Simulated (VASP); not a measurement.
A VASP calculation is set up with these files.

### INCAR
```
# general
SYSTEM  = VSi
PREC    = Accurate
ENCUT   = 400
LREAL   = .False.
LASPH   = .True.

# electronic loop
EDIFF   = 1E-6
NELM    = 100
ALGO    = Normal
LMAXMIX = 4
LMIXTAU = .True.

# smearing
ISMEAR  = 1
SIGMA   = 0.1

# functional
METAGGA = R2SCAN

# spin
ISPIN   = 2
MAGMOM  = 2.0 0.0

# ions
IBRION  = 2
NSW     = 60
ISIF    = 3
EDIFFG  = -0.01

# output
LWAVE   = .False.
LCHARG  = .False.
LORBIT  = 10
```

KPOINTS:
```
Automatic mesh
0
Gamma
  10 10 10
```

**POSCAR**
```
VSi
1.0
  3.4320000000   0.0000000000   0.0000000000
  0.0000000000   3.4320000000   0.0000000000
  0.0000000000   0.0000000000   3.4320000000
V Si
1 1
Cartesian
  0.0000000000   0.0000000000   0.0000000000
  1.7160000000   1.7160000000   1.7160000000
```

POTCAR, in this order: V_sv Si (PBE.64 set). Program: vasp_std.

Write an equivalent input for Ansatz.

One equivalent input (not run):
Ansatz 0.2 input:
```yaml
crystal:
  lattice:
    - [3.4320000, 0.0000000, 0.0000000]
    - [0.0000000, 3.4320000, 0.0000000]
    - [0.0000000, 0.0000000, 3.4320000]
  atoms:
    - { symbol: V, position: [0.0000000, 0.0000000, 0.0000000], spin: 2 }
    - { symbol: Si, position: [0.5000000, 0.5000000, 0.5000000] }
kpoints:
  mp_grid: { grid: [10, 10, 10] }
hamiltonian:
  xc: r2scan
  pseudopotentials: { kind: paw }
magnetization: { spin_polarized: true }
scf:
  occupations: { method: methfessel_paxton, width: 0.1 }
  max_iter: 100
relax:
  max_steps: 60
  f_tol: 0.01
  cell: {}
output: { forces: true, stress: true, eigenvalues: true }
```
What does not carry over: each code has its own PAW files, so the cut-off isn't converted (ENCUT is set for VASP's; basis.ecutwfc is left out, and Ansatz then takes the one that its files recommend); Ansatz stops its SCF on the density residual and VASP on the energy change (EDIFF).

The structure was generated: VSi was put into the CsCl type type (Pm-3m), which need not be its known phase. This run relaxes it. Symmetry was kept, so distortions that lower it aren't found.
